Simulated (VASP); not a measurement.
```
CELL_PARAMETERS angstrom
     -1.61295     1.61295     3.24420
      1.61295    -1.61295     3.24420
      1.61295     1.61295    -3.24420
ATOMIC_POSITIONS crystal
  Ca 0.50000 0.50000 0.00000
  O  0.88610 0.88610 0.00000
  O  0.11390 0.11390 0.00000
```

Computed with LDA (Ceperley-Alder, Perdew-Zunger), VASP's LDA PAW potentials (set 64) (plane waves; VASP). Run with 520 eV cut-off, Gaussian smearing of 0.050 eV, potentials Ca_sv O.

**Question.** Predict the band gap (along the path) with the smallest direct gap where there is one.

**Answer.** 
The band gap (along the path) is 2.71 eV and the smallest direct gap (along the path) comes out as 2.72 eV.

Only differences to runs with the same potentials and settings are physical.

The structure comes from a computed database's CaO2 entry (I4/mmm); how it stands against other phases isn't given here. It was relaxed first, which changed the volume by -7 %.
